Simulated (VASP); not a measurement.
SrMg, 2 atoms in the cell. Symmetry: Pm-3m, No. 221, cubic system. Conventional cell: a = 3.915 Å, b = 3.915 Å, c = 3.915 Å, α = 90.00°, β = 90.00°, γ = 90.00°. Sr (site symmetry m-3m) is surrounded by 8 Mg at 3.39 Å. Mg (site symmetry m-3m) is surrounded by 8 Sr at 3.39 Å. 

| Item | Value |
| --- | --- |
| Program | VASP 6.6.1 |
| Task | single point |
| Functional | r2SCAN |
| Potentials or basis | VASP PAW PBE potentials, release 64 (Sr_sv, Mg) |
| Cutoff | 520 eV |
| k mesh | 5 × 5 × 5 |
| Occupations | fermi-dirac, width 0.1224 eV |
| Spin | no spin polarisation |
| Dipole correction | no |
| Further INCAR settings | ALGO = Normal; EDIFF = 1e-06; NBANDS = 13 |

Potentials or basis: VASP PAW PBE potentials, release 64 (Sr_sv, Mg).

Command:

```console
$ cat potpaw_PBE.64/Sr_sv/POTCAR potpaw_PBE.64/Mg/POTCAR > POTCAR
$ cp INCAR.step1 INCAR
$ mpirun -np 1 vasp_std > vasp.out
$ cp INCAR.step2 INCAR
$ mpirun -np 1 vasp_std > vasp.out
```

Hardware: 1 thread of AMD EPYC 9R45 (Zen 5), with other jobs on the host.

Estimate the wall time of this run.

Wall time 19 s on 1 thread of AMD EPYC 9R45 (Zen 5), with other jobs on the host, peak memory 0.14 GiB. Counts: scf iterations 8, k points 10.
